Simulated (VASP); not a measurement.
VASP input:

**INCAR**
```
ALGO = Normal
EDIFF = 1E-7
ENCUT = 520
GGA = PS
ISIF = 2
ISMEAR = -5
LASPH = T
LCHARG = T
LEFG = T
LMAXMIX = 4
LORBIT = 11
LREAL = F
LWAVE = F
NEDOS = 601
NELM = 100
PREC = Accurate
SYSTEM = Al3GaN4
```

**POSCAR**
```
Al3GaN4
3.1163890
  0.0000000000   0.7071068193   0.7071068193
  0.7071068193   0.0000000000   0.7071068193
  2.8281938621   2.8281938621   0.0002334152
Ga N Al
1 4 3
Cartesian
  2.8276376964   2.8276376964   0.0007895809
  0.3625042972   0.3625042972   0.3446025222
  1.0625259452   1.0625259452   0.3516876936
  1.7654945379   1.7654945379   0.3558259200
  2.4656286049   2.4656286049   0.3627986726
  1.4190629508   1.4190629508   1.4093643264
  1.4140838392   1.4140838392   0.0001297996
  2.1170996816   2.1170996816   0.0042207764
```

**KPOINTS**
```
Automatic mesh
0
Gamma
10 10 3
0 0 0
```

POTCAR, in this order: Ga_d N Al (PBE.64 set). Program: vasp_std.

### Question
Translate this PBEsol calculation to Ansatz.

### Answer
One equivalent input (not run):
Ansatz 0.2 input:
```yaml
crystal:
  lattice:
    - [0.0000000, 2.2036199, 2.2036199]
    - [2.2036199, 0.0000000, 2.2036199]
    - [8.8137522, 8.8137522, 0.0007274]
  atoms:
    - { symbol: Ga, position: [0.0003933, 0.0003933, 0.9997050] }
    - { symbol: N, position: [0.2436597, 0.2436597, 0.0672553] }
    - { symbol: N, position: [0.2486290, 0.2486290, 0.3135283] }
    - { symbol: N, position: [0.2515143, 0.2515143, 0.5613643] }
    - { symbol: N, position: [0.2564041, 0.2564041, 0.8076969] }
    - { symbol: Al, position: [0.9965293, 0.9965293, 0.2526030] }
    - { symbol: Al, position: [0.0000093, 0.0000093, 0.4999931] }
    - { symbol: Al, position: [0.0028611, 0.0028611, 0.7478542] }
kpoints:
  mp_grid: { grid: [10, 10, 3] }
hamiltonian:
  xc: pbesol
  pseudopotentials: { kind: paw }
scf:
  occupations: { method: tetrahedron }
  max_iter: 100
output: { forces: true, stress: true, eigenvalues: true }
```
What does not carry over: each code has its own PAW files, so the cut-off isn't converted (ENCUT is set for VASP's; basis.ecutwfc is left out, and Ansatz then takes the one that its files recommend); Ansatz stops its SCF on the density residual and VASP on the energy change (EDIFF); the field gradients of LEFG aren't asked of the other code.

The structure was generated: Al3GaN4 was put into an ordered model structure (R3m), which need not be its known phase. It was relaxed first.
